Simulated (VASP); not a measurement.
Runs of VASP 6.6.1 on CuI. The structure is cubic, space group F-43m (No. 216). Conventional cell: a = 6.063 Å, b = 6.063 Å, c = 6.063 Å, α = 90.00°, β = 90.00°, γ = 90.00°. Cu (site symmetry -43m) has 4 I at 2.63 Å as nearest neighbours. I (site symmetry -43m) is surrounded by 4 Cu at 2.63 Å. 

```tsv
level	k mesh	grid for exact exchange (PRECFOCK)	screening parameter	gap on the mesh (eV)	pressure (GPa)
TB-mBJ	8 × 8 × 8	-	-	2.19	-
r2SCAN	8 × 8 × 8	-	-	1.62	-0.8
PBE	8 × 8 × 8	-	-	(b)	0.7
HSE06	6 × 6 × 6	Fast	0.2 1/A	(a)	0.5
```

Alike in all rows: task single point; potentials or basis VASP PAW PBE potentials, release 64 (Cu, I); no spin polarisation; cell as given; cutoff (eV) 520; smearing fermi-dirac 0.05 eV.

**Question.** Estimate the missing entries.

**Answer.** (a) 2.60; (b) 1.14.

Caveats: spin-orbit coupling is left out, which moves the levels of the heavy elements; the PAW data sets were made with another functional, which shifts forces and pressure a little (some runs).

A k mesh can miss the band edges, and the runs leave out spin-orbit coupling on I.

Not every run made on this cell is shown here.
